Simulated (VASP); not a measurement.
Data:

```xyz
1
Lattice="-3.0020 3.0020 3.0020 3.0020 -3.0020 3.0020 3.0020 3.0020 -3.0020" Properties=species:S:1:pos:R:3 pbc="T T T"
Cs     0.0000     0.0000     0.0000
```

These are PBEsol GGA, VASP's PBE PAW potentials (set 64) (plane waves; VASP) values and carry that method's errors. Settings: 480 eV cut-off, 8×8×8 Γ-centred mesh, first-order Methfessel-Paxton smearing of 0.10 eV, potentials Cs_sv.

Energy and stress use the plane-wave basis of the starting cell.

Question: The ions, cell shape and volume at an external pressure of 20.0 GPa are relaxed. Give the cell that the relaxation ends in.

Answer: 
```xyz
1
Lattice="-1.9027 1.9027 1.9027 1.9027 -1.9027 1.9027 1.9027 1.9027 -1.9027" Properties=species:S:1:pos:R:3 pbc="T T T"
Cs     1.9027     1.9027    -1.9027
```
Space group Im-3m (229), at a tolerance of 0.03 Å.

Question: How do energy and volume change from the first to the last step?

Answer: The energy (σ→0) changes by +1625.1 meV/atom and the volume by -74.5 %, in 20 ionic steps.

The compound is Cs in the bcc structure. This run relaxes it under an external pressure of 20 GPa. Symmetry was kept, so distortions that lower it aren't found.
